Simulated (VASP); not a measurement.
Data:

```xyz
4
Lattice="1.6555 -2.8673 0.0000 1.6555 2.8673 0.0000 0.0000 0.0000 5.3406" Properties=species:S:1:pos:R:3 pbc="T T T"
Zn     1.6555    -0.9558     2.6773
Zn     1.6555     0.9558     0.0070
O      1.6555    -0.9558     4.7034
O      1.6555     0.9558     2.0331
```

These are vdW-DF-cx, VASP's PBE PAW potentials (set 64) (plane waves; VASP 6.6.1) values and carry that method's errors. Settings: 520 eV cut-off, 8×8×4 Γ-centred mesh, Gaussian smearing of 0.050 eV, potentials Zn O.

Task: Give the stress tensor in GPa (positive for a compressed cell).

Result: 
```
-7.28   0.00   0.00
 0.00  -7.28   0.00
 0.00   0.00  -7.14
```
The pressure is its mean diagonal, -7.24 GPa.

The compound is ZnO in the wurtzite structure. This cell is one point of a volume scan, at 1.06 of the reference volume.
